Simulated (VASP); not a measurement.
Computed with PBE GGA with D3 dispersion (Becke-Johnson damping), VASP's PBE PAW potentials (set 64) (plane waves; VASP).

VASP ran on this input.

INCAR:
```
! general
SYSTEM  = WSi2
PREC    = Accurate
ENCUT   = 520
LREAL   = F   ! projection in real space or not
LASPH   = T   ! aspherical one-centre terms

! electronic loop
EDIFF   = 1E-7   ! SCF stop (eV)
NELM    = 100   ! most electronic steps
ALGO    = Normal   ! blocked Davidson
LMAXMIX = 6

! smearing
ISMEAR  = 1
SIGMA   = 0.1

! functional
GGA     = PE   ! PBE
IVDW    = 12

! ions
IBRION  = 2
NSW     = 30   ! most ionic steps
ISIF    = 4
EDIFFG  = -0.01

! output
LWAVE   = F
LCHARG  = F
```

File POSCAR:
```
WSi2
1.0
 -1.5961386030   1.5961386030   3.8998728217
  1.5961386030  -1.5961386030   3.8998728217
  1.5961386030   1.5961386030  -3.8998728217
Si W
2 1
Direct
  0.6660173065   0.6660173065   0.0000000000
  0.3339826935   0.3339826935   1.0000000000
  0.0000000000   0.0000000000   0.0000000000
```

File KPOINTS:
```
Automatic mesh
0
Gamma
13 13 13
0 0 0
```

POTCAR, in this order: Si W_sv (PBE.64 set). Program: vasp_std.

Output of the run:

**OSZICAR**
```
       N       E                     dE             d eps       ncg     rms          rms(c)
DAV:   1     0.127891024459E+03    0.12789E+03   -0.11217E+04  5880   0.148E+03
DAV:   2    -0.214051375950E+02   -0.14930E+03   -0.14752E+03  6727   0.362E+02
DAV:   3    -0.256030963870E+02   -0.41980E+01   -0.40937E+01  8029   0.521E+01
DAV:   4    -0.256320301089E+02   -0.28934E-01   -0.28912E-01  6559   0.510E+00
DAV:   5    -0.256323888677E+02   -0.35876E-03   -0.35874E-03  8015   0.569E-01    0.263E+01
DAV:   6    -0.248871791768E+02    0.74521E+00   -0.43140E+00  7112   0.157E+01    0.925E+00
DAV:   7    -0.248069872942E+02    0.80192E-01   -0.25552E-01  6559   0.309E+00    0.458E+00
DAV:   8    -0.247863013823E+02    0.20686E-01   -0.39843E-02  7686   0.179E+00    0.308E-01
DAV:   9    -0.247858899302E+02    0.41145E-03   -0.12567E-03  7007   0.286E-01    0.175E-01
DAV:  10    -0.247858175206E+02    0.72410E-04   -0.30284E-04  7217   0.176E-01    0.365E-02
DAV:  11    -0.247858124805E+02    0.50401E-05   -0.32801E-05  7322   0.478E-02    0.133E-02
DAV:  12    -0.247858124556E+02    0.24942E-07   -0.13346E-06  7273   0.879E-03    0.337E-03
DAV:  13    -0.247858118570E+02    0.59859E-06   -0.21516E-07  5768   0.477E-03    0.473E-04
DAV:  14    -0.247858117956E+02    0.61395E-07   -0.14060E-08  3507   0.120E-03
   1 F= -.26533613E+02 E0= -.26533592E+02  d E =-.265336E+02
       N       E                     dE             d eps       ncg     rms          rms(c)
DAV:   1    -0.247859094128E+02   -0.97556E-04   -0.31073E-03  6720   0.569E-01    0.491E-02
DAV:   2    -0.247858401597E+02    0.69253E-04   -0.13811E-04  7224   0.980E-02    0.266E-02
DAV:   3    -0.247858187364E+02    0.21423E-04   -0.53322E-05  7574   0.570E-02    0.771E-03
DAV:   4    -0.247858185144E+02    0.22205E-06   -0.29377E-06  6258   0.136E-02    0.300E-03
DAV:   5    -0.247858184546E+02    0.59817E-07   -0.98018E-08  4928   0.223E-03
   2 F= -.26533625E+02 E0= -.26533604E+02  d E =-.119945E-04
       N       E                     dE             d eps       ncg     rms          rms(c)
DAV:   1    -0.247858367509E+02   -0.18237E-04   -0.38182E-04  6727   0.199E-01    0.173E-02
DAV:   2    -0.247858280968E+02    0.86541E-05   -0.16979E-05  7196   0.340E-02    0.934E-03
DAV:   3    -0.247858253949E+02    0.27018E-05   -0.65124E-06  7588   0.197E-02    0.267E-03
DAV:   4    -0.247858253616E+02    0.33368E-07   -0.35343E-07  6076   0.471E-03
   3 F= -.26533630E+02 E0= -.26533609E+02  d E =-.170363E-04
```

**OUTCAR**
```
------------------------ aborting loop because EDIFF is reached ----------------------------------------
 Edisp (eV)   -1.74780
  FORCE on cell =-STRESS in cart. coord.  units (eV):
  Direction    XX          YY          ZZ          XY          YZ          ZX
  --------------------------------------------------------------------------------------
  Total       0.03935     0.03935     0.04968     0.00000     0.00000     0.00000
  in kB       1.58645     1.58645     2.00271     0.00000     0.00000     0.00000
  external pressure =        1.73 kB  Pullay stress =        0.00 kB
  volume of cell :       39.74
      direct lattice vectors                 reciprocal lattice vectors
    -1.596454510  1.596454510  3.898329558     0.000000000  0.313194016  0.128260064
     1.596454510 -1.596454510  3.898329558     0.313194016  0.000000000  0.128260064
     1.596454510  1.596454510 -3.898329558     0.313194016  0.313194016  0.000000000
 POSITION                                       TOTAL-FORCE (eV/Angst)
 -----------------------------------------------------------------------------------
      0.00000      0.00000      5.19229         0.000000      0.000000     -0.003939
      0.00000      0.00000      2.60437        -0.000000     -0.000000      0.003939
      0.00000      0.00000      0.00000         0.000000      0.000000      0.000000
 -----------------------------------------------------------------------------------
    total drift:                                0.000000      0.000000     -0.000000
  FREE ENERGIE OF THE ION-ELECTRON SYSTEM (eV)
  ---------------------------------------------------
  free  energy   TOTEN  =       -26.5336302927 eV

  energy  without entropy=      -26.5335661583  energy(sigma->0) =      -26.53360891

 reached required accuracy - stopping structural energy minimisation
```
(Selected blocks of OUTCAR.)

### CONTCAR
```
WSi2
   1.00000000000000
    -1.5964545099942837    1.5964545099942837    3.8983295579245953
     1.5964545099942837   -1.5964545099942837    3.8983295579245953
     1.5964545099942837    1.5964545099942837   -3.8983295579245953
  Si              W
     2     1
Direct
     0.6659632807530612    0.6659632807530612    0.0000000000000000
     0.3340367192469388    0.3340367192469388    0.0000000000000000
     0.0000000000000000    0.0000000000000000    0.0000000000000000
```

### OUTCAR
```
 val. band max:       12.2045697918   @ k =  -0.3846  -0.4615   0.3846

 cond. band min:      12.2797726845   @ k =  -0.3846  -0.4615   0.3077


 Fermi energy:        12.2567256873

 k-point     1 :       0.0000    0.0000    0.0000
  band No.  band energies     occupation
      1     -61.6019      2.00000
      2     -25.8826      2.00000
      3     -25.8485      2.00000
      4     -25.8485      2.00000
      5      -2.0183      2.00000
      6       5.2540      2.00000
      7       8.4637      2.00000
      8       8.8178      2.00000
      9       9.3180      2.00000
     10       9.3180      2.00000
     11      12.8673     -0.00000
     12      15.0560      0.00000
     13      15.0604      0.00000
     14      15.3811      0.00000
     15      15.3811      0.00000

 k-point     2 :       0.0769   -0.0000    0.0000
  band No.  band energies     occupation
      1     -61.6014      2.00000
      2     -25.8816      2.00000
      3     -25.8621      2.00000
      4     -25.8472      2.00000
      5      -1.9033      2.00000
      6       5.2668      2.00000
      7       8.0917      2.00000
      8       8.8217      2.00000
      9       9.3950      2.00000
     10       9.4690      2.00000
     11      12.4174     -0.04550
     12      14.7297      0.00000
     13      14.9972      0.00000
     14      15.4148      0.00000
     15      15.8949      0.00000

 k-point     3 :       0.1538    0.0000   -0.0000
  band No.  band energies     occupation
      1     -61.6001      2.00000
      2     -25.8998      2.00000
      3     -25.8787      2.00000
      4     -25.8438      2.00000
      5      -1.5634      2.00000
      6       5.2658      2.00000
      7       7.4019      2.00000
      8       8.7568      2.00000
      9       9.6152      2.00000
     10       9.6437      2.00000
     11      11.6220      2.00000
     12      13.9751     -0.00000
     13      14.5970      0.00000
     14      16.2263      0.00000
     15      16.6550      0.00000
...
```

Unless said otherwise, spin-orbit coupling is left out, though it shifts the bands of the heavy elements here.

The compound is WSi2 in the MoSi2 type structure. This run relaxes it. Symmetry was kept, so distortions that lower it aren't found.
